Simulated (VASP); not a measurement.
# GW-BSE spectrum of CaO (Lime), part 3 of 3

Wanted: the lowest vertical excitons of CaO (Lime) and its absorption. The cell is of the rock-salt type, one of the forms listed for this formula. The start is a cell from a database of measured crystal structures.

VASP 6.6.1, plane waves and PAW; the level of theory is named at each step.

So far, quasiparticle gap on the mesh (eV): step 4 (G0W0) 5.76.

## (5) BSE, Tamm-Dancoff

This step: BSE on G0W0 on PBE; plane waves and PAW (Ca_sv_GW, O_GW) (VASP 6.6.1).

The Bethe-Salpeter equation adds the screened attraction of electron and hole to the quasiparticle pairs; ANTIRES = 0 leaves out the coupling to antiresonant pairs.

The input, INCAR:

```
SYSTEM = CaO
PREC = Accurate
ENCUT = 440
ISMEAR = 0
SIGMA = 0.01
LREAL = .FALSE.
GGA = PE
NBANDS = 64
ALGO = BSE
NBANDSO = 3
NBANDSV = 4
OMEGAMAX = 25
NEDOS = 1000
CSHIFT = 0.1
PRECFOCK = Fast
LWAVE = .FALSE.
LCHARG = .FALSE.
ENCUTGW = 100
ANTIRES = 0
```

The input, POSCAR:

```
CaO
1.0
    0.0000000000      2.4065000000      2.4065000000
    2.4065000000      0.0000000000      2.4065000000
    2.4065000000      2.4065000000      0.0000000000
Ca O
1 1
Direct
    0.0000000000      0.0000000000      0.0000000000
    0.5000000000      0.5000000000      0.5000000000
```

The input, KPOINTS:

```
Automatic mesh
0
Gamma
8 8 8
0 0 0
```

PAW data sets: Ca_sv_GW and O_GW (PBE family, release 64).

Started as:

```
$ mpirun -np 8 vasp_std
```

What it wrote:

```text
[banner, memory and clock lines left out]
running    8 mpi-ranks, on    1 nodes
 distrk:  each k-point on    8 cores,    1 groups
 distr:  one band on    1 cores,    8 groups

 POSCAR found type information on POSCAR CaO
 POSCAR found :  2 types and       2 ions
|                                                                             |
|           W    W    AA    RRRRR   N    N  II  N    N   GGGG   !!!           |
|           W    W   A  A   R    R  NN   N  II  NN   N  G    G  !!!           |
|           W    W  A    A  R    R  N N  N  II  N N  N  G       !!!           |
|           W WW W  AAAAAA  RRRRR   N  N N  II  N  N N  G  GGG   !            |
|           WW  WW  A    A  R   R   N   NN  II  N   NN  G    G                |
|           W    W  A    A  R    R  N    N  II  N    N   GGGG   !!!           |
|                                                                             |
|     For optimal performance we recommend to set                             |
|       NCORE = 2 up to number-of-cores-per-socket                            |
|     NCORE specifies how many cores store one orbital (NPAR=cpu/NCORE).      |
|     This setting can greatly improve the performance of VASP for DFT.       |
|     The default, NCORE=1 might be grossly inefficient on modern             |
|     multi-core architectures or massively parallel machines. Do your        |
|     Unfortunately you need to use the default for GW and RPA                |
|     calculations (for HF NCORE is supported but not extensively tested      |
|     yet).                                                                   |
|                                                                             |

|                                                                             |
|           W    W    AA    RRRRR   N    N  II  N    N   GGGG   !!!           |
|           W    W   A  A   R    R  NN   N  II  NN   N  G    G  !!!           |
|           W    W  A    A  R    R  N N  N  II  N N  N  G       !!!           |
|           W WW W  AAAAAA  RRRRR   N  N N  II  N  N N  G  GGG   !            |
|           WW  WW  A    A  R   R   N   NN  II  N   NN  G    G                |
|           W    W  A    A  R    R  N    N  II  N    N   GGGG   !!!           |
|                                                                             |
|     The default for ENCUTGWSOFT is different in this version of VASP.       |
|     please manually set ENCUTGWSOFT =100 in the INCAR file.                 |
|                                                                             |

 LDA part: xc-table for (Slater+PW92), standard interpolation
 found WAVECAR, reading the header
 POSCAR, INCAR and KPOINTS ok, starting setup
 FFT: planning ... GRIDC
 FFT: planning ... GRID_SOFT
 FFT: planning ... GRID
 reading WAVECAR
 the WAVECAR file was read successfully
 initial charge from wavefunction
 available memory per node:     69.91 GB, setting MAXMEM to     71583

 The Fermi energy was updated, please check that it is located mid-gap
 values below the HOMO (VB) or above the LUMO (CB) will cause erroneous energies
 E-fermi :   6.7598

 the WAVEDER file was read successfully
 responsefunction array rank=      72

 min. memory requirement per mpi rank    166.5 MB, per node   1331.9 MB

 Doing            0  frequencies on each core in blocks of            0
 Found all WFULLXXXX.tmp files
 reading now WFULL0001.tmp
 reading now WFULL0002.tmp
 reading now WFULL0003.tmp
 reading now WFULL0004.tmp
 reading now WFULL0005.tmp
 reading now WFULL0006.tmp
 reading now WFULL0007.tmp
 reading now WFULL0008.tmp
 reading now WFULL0009.tmp
 reading now WFULL0010.tmp
 reading now WFULL0011.tmp
 reading now WFULL0012.tmp
 reading now WFULL0013.tmp
 reading now WFULL0014.tmp
 reading now WFULL0015.tmp
 reading now WFULL0016.tmp
 reading now WFULL0017.tmp
 reading now WFULL0018.tmp
 reading now WFULL0019.tmp
 reading now WFULL0020.tmp
 reading now WFULL0021.tmp
 reading now WFULL0022.tmp
 reading now WFULL0023.tmp
 reading now WFULL0024.tmp
 reading now WFULL0025.tmp
 reading now WFULL0026.tmp
 reading now WFULL0027.tmp
 reading now WFULL0028.tmp
 reading now WFULL0029.tmp
 parallelization over k-points
 Using distributed matrix
 Using distributed eigensolver
 allocating two-electron 4 orbital integral table    3    4    3    4
 BSE setting up matrix
 available memory per node:     69.70 GB, setting MAXMEM to     71372
 Calculate matrix elements of the BSE Hamiltonian:
 Workload is divided into blocks of two-electron 4 orbital integrals computed in
  parallel.
 Each block/integral has dimensions  of (   3,   4,   3,   4) orbitals
 Total number of blocks/integrals:               131328
 Number of spins:                                     1
 Number of kpoints:                                 512
 Spin channel:                                        1
  Number of blocks of unoccupied bands:               1
  Number of blocks of occupied bands:                 1
 Number of rows/columns of blocks:                  512

                                                        Time (sec)
               Integrals                 Ranks       Real         CPU
  [         1 -       4096/    131328]     8         1.74        0.00
  [      4097 -       8192/    131328]     8         3.47        0.00
  [      8193 -      12288/    131328]     8         5.10        0.00
  [     12289 -      16384/    131328]     8         6.79        0.00
  [     16385 -      20480/    131328]     8         8.71        0.00
  [     20481 -      24576/    131328]     8        10.47        0.00
  [     24577 -      28672/    131328]     8        12.29        0.00
  [     28673 -      32768/    131328]     8        13.96        0.00
  [     32769 -      36864/    131328]     8        15.75        0.00
  [     36865 -      40960/    131328]     8        17.46        0.00
  [     40961 -      45056/    131328]     8        19.18        0.00
  [     45057 -      49152/    131328]     8        20.91        0.00
  [     49153 -      53248/    131328]     8        22.56        0.00
  [     53249 -      57344/    131328]     8        24.26        0.00
  [     57345 -      61440/    131328]     8        25.94        0.00
  [     61441 -      65536/    131328]     8        27.59        0.00
  [     65537 -      69632/    131328]     8        29.40        0.00
  [     69633 -      73728/    131328]     8        31.05        0.00
  [     73729 -      77824/    131328]     8        32.66        0.00
  [     77825 -      81920/    131328]     8        34.37        0.00
  [     81921 -      86016/    131328]     8        36.08        0.00
  [     86017 -      90112/    131328]     8        37.75        0.00
  [     90113 -      94208/    131328]     8        39.40        0.00
  [     94209 -      98304/    131328]     8        41.08        0.00
  [     98305 -     102400/    131328]     8        42.68        0.00
  [    102401 -     106496/    131328]     8        44.31        0.00
  [    106497 -     110592/    131328]     8        45.99        0.00
  [    110593 -     114688/    131328]     8        47.65        0.00
  [    114689 -     118784/    131328]     8        49.64        0.00
  [    118785 -     122880/    131328]     8        51.34        0.00
  [    122881 -     126976/    131328]     8        52.98        0.00
  [    126977 -     131072/    131328]     8        54.65        0.00
  [    131073 -     131328/    131328]     8        54.86        0.00

 BSE redistributing all elements
 BSE diagonalizing matrix PDSYEVX_ZHEEVX_DESC
 BSE calculating oscillator strength
```

Elapsed: 2 min, on 8 MPI ranks of Intel Xeon Platinum 8259CL at 2.50GHz (Skylake/Cascade Lake), shared host; peak memory 4.2 GiB.

OUTCAR, selected parts (step 5):

```text
   NELECT =      16.0000    total number of electrons

 E-fermi :   6.7598

[... 8 parts as in an earlier step ...]

[... 2 further parts left out ...]
```

Numbers from this step:

| Quantity | Value |
| --- | --- |
| lowest excitation | 5.584 eV |
| direct gap less the lowest excitation | 0.5118 eV |

The imaginary dielectric function, xx has structure finer than the step of the table below, so its rows give means over 0.5 eV, whole bins alone (the curve runs from 0 to 25 eV). Peaks (eV: height): 5.68: 5.89, 6.01: 5.25, 6.31: 8.68, 6.81: 3.70, 7.63: 5.65, 9.13: 4.96, 11.71: 3.24.

From 3 filled and 4 empty bands alone, without any pair above OMEGAMAX = 25 eV, so strength is missing wherever others contribute; lines are broadened by CSHIFT, which also makes the tail under the first line. The imaginary dielectric function, xx by photon energy; means over each step:

```
photon energy (eV)  imaginary dielectric function, xx
               0.5                            0.00321
               1.0                            0.00665
               1.5                             0.0106
               2.0                             0.0154
               2.5                             0.0217
               3.0                             0.0305
               3.5                             0.0442
               4.0                             0.0681
               4.5                              0.120
               5.0                              0.304
               5.5                               2.93
               6.0                               4.13
               6.5                               4.65
               7.0                               2.40
               7.5                               4.08
               8.0                               3.06
               8.5                               2.09
               9.0                               3.13
               9.5                               2.34
              10.0                               2.04
              10.5                               1.86
              11.0                               1.81
              11.5                               2.54
              12.0                               2.23
              12.5                               1.16
              13.0                              0.614
              13.5                              0.322
              14.0                              0.147
              14.5                             0.0460
              15.0                             0.0283
              15.5                             0.0210
              16.0                             0.0166
              16.5                             0.0136
              17.0                             0.0113
              17.5                            0.00963
              18.0                            0.00831
              18.5                            0.00723
              19.0                            0.00636
              19.5                            0.00563
              20.0                            0.00503
              20.5                            0.00452
              21.0                            0.00406
              21.5                            0.00369
              22.0                            0.00337
              22.5                            0.00308
              23.0                            0.00282
              23.5                            0.00259
              24.0                            0.00238
              24.5                            0.00220
```

Some of the lowest 40 states alone, with states under 2.5 meV apart joined, scaled to the strongest line shown. Exciton lines, with heights relative to the strongest:

```
position (eV)  lines merged  oscillator strength
        5.584             3                   28
        5.677             3                  0.0
        5.682             3                   59
        6.003             3                  0.0
        6.007             3                   55
        6.064             3                  0.0
        6.067             3                  0.0
        6.328             3                  100
        6.333             3                  0.0
        6.369             3                   20
        6.415             3                  0.0
        6.422             2                  0.0
        6.428             1                  0.0
```

The lowest excitation lies at 5.584 eV, -512 meV against the direct gap of these orbitals. No second mesh in this session tests these energies, peaks and heights.

## (6) Independent quasiparticles

This step: BSE on G0W0 on PBE, independent quasiparticles; plane waves and PAW (Ca_sv_GW, O_GW) (VASP 6.6.1).

With LADDER and LHARTREE off the pairs don't interact at all, so the lowest line must equal the direct gap.

Edit INCAR of step 5 so:

```diff
@@ -19 +19,3 @@
 ANTIRES = 0
+LADDER = .FALSE.
+LHARTREE = .FALSE.
```

POSCAR is that of step 5.

KPOINTS is that of step 5.

Started as:

```
$ mpirun -np 8 vasp_std
```

What it wrote:

```text
[banner, memory and clock lines left out]
 LDA part: xc-table for (Slater+PW92), standard interpolation
 found WAVECAR, reading the header
 POSCAR, INCAR and KPOINTS ok, starting setup
 FFT: planning ... GRIDC
 FFT: planning ... GRID_SOFT
 FFT: planning ... GRID
 reading WAVECAR
 the WAVECAR file was read successfully
 initial charge from wavefunction
 available memory per node:     69.26 GB, setting MAXMEM to     70923

 Doing            0  frequencies on each core in blocks of            0
 parallelization over k-points
 Using distributed matrix
 Using distributed eigensolver
 allocating two-electron 4 orbital integral table    3    4    3    4
 BSE setting up matrix
 available memory per node:     69.08 GB, setting MAXMEM to     70738
 Calculate matrix elements of the BSE Hamiltonian:
 Workload is divided into blocks of two-electron 4 orbital integrals computed in
  parallel.
 Each block/integral has dimensions  of (   3,   4,   3,   4) orbitals
 Total number of blocks/integrals:               131328
 Number of spins:                                     1
 Number of kpoints:                                 512
 Spin channel:                                        1
  Number of blocks of unoccupied bands:               1
  Number of blocks of occupied bands:                 1
 Number of rows/columns of blocks:                  512

                                                        Time (sec)
               Integrals                 Ranks       Real         CPU
  [         1 -       4096/    131328]     8         0.18        0.00
  [      4097 -       8192/    131328]     8         0.38        0.00
  [      8193 -      12288/    131328]     8         0.59        0.00
  [     12289 -      16384/    131328]     8         0.78        0.00
  [     16385 -      20480/    131328]     8         0.95        0.00
  [     20481 -      24576/    131328]     8         1.13        0.00
  [     24577 -      28672/    131328]     8         1.33        0.00
  [     28673 -      32768/    131328]     8         1.53        0.00
  [     32769 -      36864/    131328]     8         1.71        0.00
  [     36865 -      40960/    131328]     8         1.90        0.00
  [     40961 -      45056/    131328]     8         2.08        0.00
  [     45057 -      49152/    131328]     8         2.24        0.00
  [     49153 -      53248/    131328]     8         2.43        0.00
  [     53249 -      57344/    131328]     8         2.61        0.00
  [     57345 -      61440/    131328]     8         2.80        0.00
  [     61441 -      65536/    131328]     8         2.98        0.00
  [     65537 -      69632/    131328]     8         3.14        0.00
  [     69633 -      73728/    131328]     8         3.33        0.00
  [     73729 -      77824/    131328]     8         3.54        0.00
  [     77825 -      81920/    131328]     8         3.73        0.00
  [     81921 -      86016/    131328]     8         3.91        0.00
  [     86017 -      90112/    131328]     8         4.09        0.00
  [     90113 -      94208/    131328]     8         4.28        0.00
  [     94209 -      98304/    131328]     8         4.44        0.00
  [     98305 -     102400/    131328]     8         4.62        0.00
  [    102401 -     106496/    131328]     8         4.80        0.00
  [    106497 -     110592/    131328]     8         4.99        0.00
  [    110593 -     114688/    131328]     8         5.15        0.00
  [    114689 -     118784/    131328]     8         5.33        0.00
  [    118785 -     122880/    131328]     8         5.52        0.00
  [    122881 -     126976/    131328]     8         5.70        0.00
  [    126977 -     131072/    131328]     8         5.88        0.00
  [    131073 -     131328/    131328]     8         5.90        0.00

[... 7 parts as in an earlier step ...]
```

Run time: 67 s. Hardware: 8 MPI ranks; peak memory 4 GiB.

From OUTCAR (step 6):

```text
   NELECT =      16.0000    total number of electrons

 E-fermi :   6.7598

[... 8 parts as in an earlier step ...]

[... 2 further parts left out ...]
```

Numbers from this step:

```
lowest excitation : 6.096 eV
```

The imaginary dielectric function, xx has structure finer than the step of the table below, so its rows give means over 1 eV, whole bins alone (the curve runs from 0 to 25 eV). Peaks (eV: height): 7.1: 3.61, 7.5: 2.87, 8.6: 4.35, 11.2: 3.54, 13.0: 4.72.

From 3 filled and 4 empty bands alone, without any pair above OMEGAMAX = 25 eV, so strength is missing wherever others contribute; lines are broadened by CSHIFT, which also makes the tail under the first line. The imaginary dielectric function, xx by photon energy; means over each step:

photon energy (eV), imaginary dielectric function, xx and a bar:
```
        1       0.00 
        2       0.01 
        3       0.01 
        4       0.02 
        5       0.05 
        6       0.42 ###
        7       2.00 ################
        8       2.32 ##################
        9       2.97 #######################
       10       2.94 #######################
       11       3.09 ########################
       12       2.06 ################
       13       3.79 ##############################
       14       1.22 ##########
       15       0.21 ##
       16       0.04 
       17       0.02 
       18       0.02 
       19       0.01 
       20       0.01 
       21       0.01 
       22       0.01 
       23       0.00 
       24       0.00
```

The lowest excitation lies at 6.096 eV, +512 meV against the Tamm-Dancoff singlet. No second mesh in this session tests these energies, peaks and heights.

## (7) Summary

This step: BSE on G0W0 on PBE; plane waves and PAW (VASP 6.6.1).

Derived from the runs above.

Cost is wall time times ranks on a shared host, for this step alone, without the steps before it. Excitations by level:

```
                     level  first excitation (eV)  cost (core minutes)
         BSE, Tamm-Dancoff                  5.584                15.87
independent quasiparticles                  6.096                 8.93
```

## (8) What came out

```
BSE, Tamm-Dancoff          : lowest vertical excitation 5.584 eV; direct gap 6.096 eV
independent quasiparticles : lowest vertical excitation 6.096 eV; direct gap 6.096 eV
```

**Reading.** The Bethe-Salpeter equation puts the lowest vertical singlet excitation at 5.584 eV, 0.51 eV below the direct gap of 6.096 eV; the states within 10 meV of it carry 28 % of the strength of the strongest such group among the lowest 40 states. Attraction and local fields together move the centre of weight of eps2 xx over the computed range by -1.91 eV against the run of independent quasiparticles. The spectra were run on one mesh, so the distance from the gap isn't shown to be converged; coarse meshes tend to overstate it. Bands, response cutoff and mesh of the GW step weren't tested in this session. Only vertical pairs enter; the least gap on the mesh is indirect, 5.760 eV, and its phonon-assisted absorption is absent. Only the bands set by NBANDSO and NBANDSV form pairs, and any pair above OMEGAMAX = 25 eV is dropped, so the spectrum is that of this window; the window can cut degenerate bands. Not tabulated here, as repeats of values shown or as unfit to read for their mesh, reference level or band range: eps2 curves (empty bands); eps1 curves and static values (BSE, empty bands, independent quasiparticles); line lists of runs without attraction (independent quasiparticles).

[Lines on the potential files, build, host, timing and source positions are cut from VASP's logs without a mark.]

[Logs are printed without paths, hosts, clocks, repeated set-up lines and the standing remarks that a program may print on its own settings, such as how far it seeks lower states.]

[Hosts, paths, dates, database ids (printed as entryN), source tags and the programs' standing remarks are cut or masked in the printed files.]

[Pressures printed for these runs are not shown converged in the cutoff: they can be off by several GPa and have the wrong sign.]
